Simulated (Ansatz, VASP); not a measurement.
# VTeSe (1T-VSeTe monolayer) in two plane-wave programs

One calculation is typed for both programs; each brings its own data sets. How far apart do they land? Of the first pair: The structure shown is the start of the Ansatz relaxation below; VASP solves that cell, so the two are compared at the walk's first step.

Calculated with Ansatz 0.2.0; plane waves, with VASP 6.6.1 beside it; single point at PBE with D4.

### Step 1. The structure

The cell holds 3 atoms: 1 Te, 1 V and 1 Se. Cell: a = 3.465 Å, b = 3.465 Å, c = 38.182 Å, α = 90.0°, β = 90.0°, γ = 120.0°. Vacuum lies along c.

### Step 2. Ansatz: relaxation, PBE with D4

Ansatz runs on its default PAW (the set named soft_2) files.

The two programs are compared at the cell with which this relaxation starts, whose forces are those of its first step.

Input file input.yaml:

```yaml
crystal:
  lattice:
    - [3.465, 0.0, 0.0]
    - [-1.7325, 3.0007780241, 0.0]
    - [0.0, 0.0, 38.1820456046]
  atoms:
    - { symbol: Te, position: [0.6666666667, 0.3333333333, 0.4530925393] }
    - { symbol: V, position: [0.0, 0.0, 0.5035363063], spin: 1.0 }
    - { symbol: Se, position: [0.3333333333, 0.6666666667, 0.5469074607] }
  periodic: [true, true, false]
magnetization:
  spin_polarized: true
kpoints:
  mp_grid: { grid: [12, 12, 1] }
hamiltonian:
  xc: pbe
  dispersion: d4
scf:
  occupations: { method: fermi_dirac, width: 0.05 }
  convergence: { dr2_threshold: 1.0e-09 }
relax:
  f_tol: 0.004
  max_steps: 90
  cell: {}
output:
  write_potential: true
  write_density: true
  volumetric_format: npy
```

On the command line:

```
ansatz run input.yaml --threads 4 --pin off --max-ram 6144MiB --backend cpu --events-out ev --progress --plain --runs-dir out
```

Numbers of over 12 decimals in the logs are rounded to 6 here.

What it wrote:

```text
Warning: relax.cell: scf.convergence.dr2_threshold = 1e-9 eV is looser than the 1.62626339157e-10 eV advised for a relaxation that steers and ends on the stress (1e-10 eV for each atom of the cell: 3, times the square of relax.cell.stress_2d_tol = 0.05 N/m over 13.6 Å (the atoms' height at the walk's start and 5 Å past either face), 3.681e-2 GPa, over a crystal's default 0.05). What an SCF threshold leaves in a stress goes as its square root, and in the free energy as the threshold itself, and one threshold admits the most on a small cell: [figures from the program's tests cut] Set scf.convergence.dr2_threshold to 1.62626339157e-10 eV or tighter. [rest of the remark cut]
Engine: ansatz 0.2.0, x86_64-unknown-linux-gnu
Pseudopotentials: kind: paw
Pseudopotential: Te, paw, valence charge 16, recommended cutoff 420 eV (normal), Te.paw.azcp
Pseudopotential: V, paw, valence charge 13, recommended cutoff 420 eV (normal), V.paw.azcp
Pseudopotential: Se, paw, valence charge 16, recommended cutoff 420 eV (normal), Se.paw.azcp
Functional definition: PBE
  parameter kappa = 0.804
  parameter beta = 0.066725
  exchange = pbe_x(kappa = kappa, mu = beta*pi^2/3)
  correlation = pbe_c(beta = beta)
Crystal: 3 atoms, lattice volume = 397.005 Å³
Basis set: ecut = 420 eV, 7729 PW (Γ), exchange–correlation on 48×48×512 points (8 copies of the dense FFT grid, shifted against one another)
Bands: 28, of which v1, the nominal top of the filled ones, is band 23 counted from 1 (22 counted from 0)
Symmetry: 6 space group operations
Space group: P3m1 (ITA 156), of the structure as read, at distance tolerance 7.3e-5 Å
Magnetic group: BNS 156.49 (UNI 1279), of the structure as read, at distance tolerance 7.3e-5 Å
k-points: 19 of 144 (time reversal used)
Non-local potential: Te, projectors of the file, l = 0: 2, l = 1: 2, l = 2: 2, l = 3: 2
Non-local potential: V, projectors of the file, l = 0: 3, l = 1: 2, l = 2: 3, l = 3: 1
Non-local potential: Se, projectors of the file, l = 0: 2, l = 1: 2, l = 2: 3, l = 3: 1
PAW form: soft (Blöchl's): semilocal exchange-correlation on the pseudo side does not see the compensation charge
PAW one-centre angular grid: Te, 590 points (default); XC on 64 Gauss nodes
PAW one-centre angular grid: V, 590 points (default); XC on 64 Gauss nodes
PAW one-centre angular grid: Se, 590 points (default); XC on 64 Gauss nodes
Initial density: superposition of atomic densities (neutral atoms: chi_scale 0, normalization atom)
Starting moments: Σ|m| = 1 μB on 1 of 3 sites
Initial wavefunctions: pseudopotential atomic-orbital guess
Functional: x = pbe(κ = 0.804, μ = 0.219515), c = pbe(β = 0.066725)
SCF iter   1: F=—  HF=-15364.088742 eV  |F-HF|=—  |Δ(HF+E_count)|=         —  Δρ=8.25e-3 (↑8.25e-3 ↓6.75e-3)  dr2=2.45e0  dr2_m=2.11e-2  M=0.777 μB ∫|m|=1.025 μB  β_m=0.30  ethr=3.10e-3  ⟨swp⟩=16.8  Hψ=7669  notcnv=0
Mixer restart at iter 1: flushing history
preconditioner: auto → LDOS  [metal: Δε(μ)=0.067 eV  Ē_g=7.196 eV  σ=0.050 eV  W_gap=0.32  n_scr=22 (ndim 8)  ℏωp=7.7 eV  f_vac=0.793  D(μ)=1.62/eV (n_scr^D=10)]
spin=Collinear: LDOS preconditioning applied to the charge; magnetization (m = ρ↑ − ρ↓) channel mixes plain (no charge-response kernel on spin).
SCF iter   2: F=—  HF=-15363.700016 eV  |F-HF|=—  |Δ(HF+E_count)|=   3.89e-1  Δρ=4.53e-3 (↑4.53e-3 ↓4.17e-3)  dr2=4.97e-1  dr2_m=9.04e-3  M=0.801 μB ∫|m|=1.051 μB  β_m=0.41  ethr=3.10e-3  ⟨swp⟩=3.6  Hψ=2025  notcnv=0  defer=1
SCF iter   3: F=—  HF=-15363.649877 eV  |F-HF|=—  |Δ(HF+E_count)|=   5.01e-2  Δρ=1.98e-3 (↑1.61e-3 ↓1.98e-3)  dr2=3.35e-2  dr2_m=2.34e-3  M=0.830 μB ∫|m|=1.084 μB  β_m=0.52  ethr=1.10e-3  ⟨swp⟩=4.1  Hψ=1879  notcnv=0  defer=1
SCF iter   4: F=—  HF=-15363.669482 eV  |F-HF|=—  |Δ(HF+E_count)|=         —  Δρ=1.85e-3 (↑1.85e-3 ↓1.78e-3)  dr2=2.41e-3  dr2_m=1.11e-2  M=0.927 μB ∫|m|=1.229 μB  β_m=0.52  ethr=7.44e-5  ⟨swp⟩=3.7  Hψ=2319  notcnv=0  defer=1
SCF iter   5: F=—  HF=-15363.673899 eV  |F-HF|=—  |Δ(HF+E_count)|=   4.42e-3  Δρ=1.44e-3 (↑1.44e-3 ↓1.37e-3)  dr2=3.88e-4  dr2_m=7.02e-3  M=0.957 μB ∫|m|=1.283 μB  β_m=0.26  ethr=5.37e-6  ⟨swp⟩=3.0  Hψ=2313  notcnv=0
SCF iter   6: F=—  HF=-15363.674623 eV  |F-HF|=—  |Δ(HF+E_count)|=   7.24e-4  Δρ=8.04e-4 (↑7.88e-4 ↓8.04e-4)  dr2=3.71e-4  dr2_m=2.23e-3  M=0.979 μB ∫|m|=1.326 μB  β_m=0.57  ethr=8.62e-7  ⟨swp⟩=3.1  Hψ=2345  notcnv=0
[...]
SCF iter   6: F=-15363.907452 eV  HF=-15363.907452 eV  |F-HF|=9.99e-10  |Δ(HF+E_count)|=  5.53e-10  Δρ=2.16e-7 (↑2.16e-7 ↓1.76e-7)  dr2=4.07e-10  dr2_m=7.29e-11  M=0.861 μB ∫|m|=1.111 μB  ethr=2.22e-12  ⟨swp⟩=9.6  Hψ=7774  notcnv=0
SCF 6 converged in 6 iterations: F = -15363.907452 eV  dr2 = 4.07e-10
relax step   6: F+E_penalty+E_count = -15363.90745240 eV  Δ(F+E_penalty+E_count) = -1.076e-5 eV  max|allowed force component| = 3.347e-3 eV/Å  Δτ_max = 0.0007 Å  P = -0.005 N/m  Ω = 391.328 Å³  energy of the carried Pulay correction = +1.758e-4 eV  fix = [c, alpha, beta]  reactions: c -0.000 N/m  (6 SCF iters, accepted)
Initial wavefunctions: pseudopotential atomic-orbital guess (no wavefunctions were taken with the density)
iter 1 solved again at ethr=2.08e-7 eV; its pass at ethr=3.10e-3 eV (dr2=9.35e-5 eV) is discarded
SCF iter   1: F=—  HF=-15363.907252 eV  |F-HF|=—  |Δ(HF+E_count)|=         —  Δρ=3.78e-6 (↑3.78e-6 ↓3.77e-6)  dr2=7.61e-8  dr2_m=2.73e-9  M=0.861 μB ∫|m|=1.111 μB  β_m=0.65  ethr=2.08e-7  ⟨swp⟩=6.2  Hψ=11705  notcnv=0
preconditioner: auto → LDOS  [metal: Δε(μ)=0.095 eV  Ē_g=7.192 eV  σ=0.050 eV  W_gap=0.41  n_scr=18 (ndim 8)  ℏωp=7.7 eV  f_vac=0.806  D(μ)=1.19/eV (n_scr^D=8)]
spin=Collinear: LDOS preconditioning applied to the charge; magnetization (m = ρ↑ − ρ↓) channel mixes plain (no charge-response kernel on spin).
SCF iter   2: F=—  HF=-15363.907259 eV  |F-HF|=—  |Δ(HF+E_count)|=   6.77e-6  Δρ=2.39e-6 (↑2.39e-6 ↓1.65e-6)  dr2=3.80e-8  dr2_m=1.34e-9  M=0.861 μB ∫|m|=1.111 μB  β_m=0.51  ethr=1.69e-10  ⟨swp⟩=4.8  Hψ=3052  notcnv=0
SCF iter   3: F=—  HF=-15363.907259 eV  |F-HF|=—  |Δ(HF+E_count)|=   6.06e-9  Δρ=7.68e-7 (↑7.68e-7 ↓7.39e-7)  dr2=4.02e-9  dr2_m=5.07e-11  M=0.861 μB ∫|m|=1.111 μB  β_m=0.59  ethr=8.44e-11  ⟨swp⟩=3.1  Hψ=1756  notcnv=0
SCF iter   4: F=—  HF=-15363.907259 eV  |F-HF|=—  |Δ(HF+E_count)|=   1.64e-8  Δρ=1.64e-7 (↑1.64e-7 ↓1.62e-7)  dr2=1.60e-10  dr2_m=6.38e-12  M=0.861 μB ∫|m|=1.111 μB  β_m=0.59  ethr=8.93e-12  ⟨swp⟩=3.4  Hψ=2304  notcnv=0
SCF iter   5: F=-15363.907259 eV  HF=-15363.907259 eV  |F-HF|=4.02e-9  |Δ(HF+E_count)|=   7.08e-9  Δρ=2.03e-7 (↑2.03e-7 ↓1.45e-7)  dr2=6.92e-10  dr2_m=6.17e-12  M=0.861 μB ∫|m|=1.111 μB  ethr=1.00e-12  ⟨swp⟩=11.7  Hψ=8046  notcnv=0
SCF 7 converged in 5 iterations: F = -15363.907259 eV  dr2 = 6.92e-10
relax step   7: F+E_penalty+E_count = -15363.90725905 eV  Δ(F+E_penalty+E_count) = +1.934e-4 eV  max|allowed force component| = 3.310e-3 eV/Å  Δτ_max = 0.0000 Å  P = -0.003 N/m  Ω = 391.328 Å³  fix = [c, alpha, beta]  reactions: c -0.000 N/m  stress off target by 2.75e-3 N/m on what of the cell is left free  SCF on the basis re-selected at this cell (its energy is not comparable with the rows above)  (5 SCF iters)
basis re-selected at this cell: Δ(F+E_penalty+E_count) = +1.934e-4 eV, ΔP = +0.002 N/m vs the last step (what re-selecting the basis moved, of the pressure what is left beyond the Pulay correction that the steps carried, after the strain that the cell walked since its last selection, with what the two solves' SCF thresholds leave and, on support functions, any second-order correction that the steps lacked; it is no m [...]
WARN: The output density's exchange-correlation potential varies sharply where the density is thin. Do not read a vacuum level from v_tot or v_xc, or from such a field of the output density. On a cell that repeats whose density bears no net charge and no dipole along the vacuum's axis use v_es (v_loc + v_h of the components); under efield.dipole_correction with no amplitude use v_es + v_field, which holds any externa [...]
SCF converged after 5 iterations
Magnetization: 0.8614 μB (22.9307 up, 22.0693 down)
Absolute magnetization: 1.1112 μB (∫|ρ↑−ρ↓|, with the PAW one-centre terms)
Spin contamination: 0.0377 ħ² per cell (⟨S²⟩ above its minimum at these occupations)
Per-site moments (μB) at R_I (Å): [(-0.052914, 1.115064), (0.802157, 1.019082), (-0.020142, 1.019082)]
Free energy (F): -15363.907259 eV
Harris-Foulkes:  -15363.907259 eV  (|F-HF|=4.02e-9)
Internal energy: -15363.896823 eV  (E = F + TS)
E sigma→0 (E₀):  -15363.902041 eV
Entropy (-TS):   -0.010436 eV (-3.479 meV/atom)
Fermi energy:    -4.664844 eV
--- Per-component energies (eV) ---
  E_band       = -1501.375617
  E_kinetic    = 635.559530
  E_local      = -144791.336294  (includes V_loc(G=0)·N_el)
  E_nonlocal   = -950.573164
  E_hartree    = 72166.224102
  E_xc         = -359.147618
  E_vxc        = -367.924435  (∫ρ·V_xc dr)
  E_paw        = -7686.968400  (= ΣΔE_a)
  E_vpaw       = -359.546568  (= ΣTr[D̂ρ^β])
  E_aug_tail   = -0.000486  (compensation charges beyond the density's cutoff)
  E_ewald      = 65623.312898
  E_disp       = -0.967391  (pairwise vdW)
  E_smearing   = -0.010436  (= −TS)
  E_closure    = -0.000000  (closes the sum)
  Σ components = -15363.907259   (vs F -15363.907259, Δ=0.00e0)
--- Forces (eV/Å), atoms counted from 1 ---
  atom   1  Te     0.00000000    -0.00000000    -0.00191844
  atom   2  V      0.00000000     0.00000000     0.00330924
  atom   3  Se     0.00000000     0.00000000    -0.00139170
  max |Σ_I F_I| component: 8.99e-7 eV/Å
--- 2D stress c σ (N/m, compression-positive) ---
       -0.002748       0.000000      -0.000000
        0.000000      -0.002748      -0.000000
       -0.000000      -0.000000      -0.000000
  P = ½ c Tr σ = -0.0027 N/m
--- Band table (eV; the first three rows and the last of 38) ---
  k-point 0 ↑: bands = [... 19 lower, -7.0017, -5.2133, -5.2133, -4.9261, -3.3221, -3.3221, -1.2670, -1.2670, ... 1 higher]
  k-point 1 ↑: bands = [... 19 lower, -6.6489, -5.4077, -5.3113, -4.9899, -3.6169, -3.3228, -1.8643, -1.4149, ... 1 higher]
  k-point 2 ↑: bands = [... 19 lower, -6.5317, -6.1694, -5.5084, -5.1103, -3.9779, -3.4136, -2.6889, -1.6840, ... 1 higher]
  k-point 18 ↓: bands = [... 19 lower, -8.0889, -7.2246, -7.1201, -3.7159, -3.5470, -3.5347, -2.4995, -1.9770, ... 1 higher]
  the weakly bound empty levels are not read free of the cell's end (no_gap_told)
--- Relaxed structure (6 steps of the walk, 6 accepted, 1 SCFs on fresh bases) ---
  F+E_penalty+E_count = -15363.90725905 eV   max|allowed force component| = 3.310e-3 eV/Å   (the final SCF, on the basis selected at the relaxed cell)
  cell:  # Å, volume = 391.3281 Å³
    - [3.440136, 0, 0]
    - [-1.720068, 2.979245, 0]
    - [0, 0, 38.1820456046]
  atoms:
    - { symbol: Te, position: [0.666667, 0.333333, 0.456336] }
    - { symbol: V, position: [8.665077927707495e-19, 3.8821150030833566e-19, 0.504361] }
    - { symbol: Se, position: [0.333333, 0.666667, 0.542839] }
```

The column dr2 measures how far the density is from self-consistency, as an energy; F and HF (Harris–Foulkes) agree once it is small.

(Continued in part 2 of 2.)

[Lines on the potential files, build, host, timing and source positions are cut from VASP's logs without a mark.]

[Logs are printed without paths, hosts, clocks, repeated set-up lines and the standing remarks that a program may print on its own settings, such as how far it seeks lower states.]

[Hosts, paths, dates, database ids (printed as entryN), source tags and the programs' standing remarks are cut or masked in the printed files.]
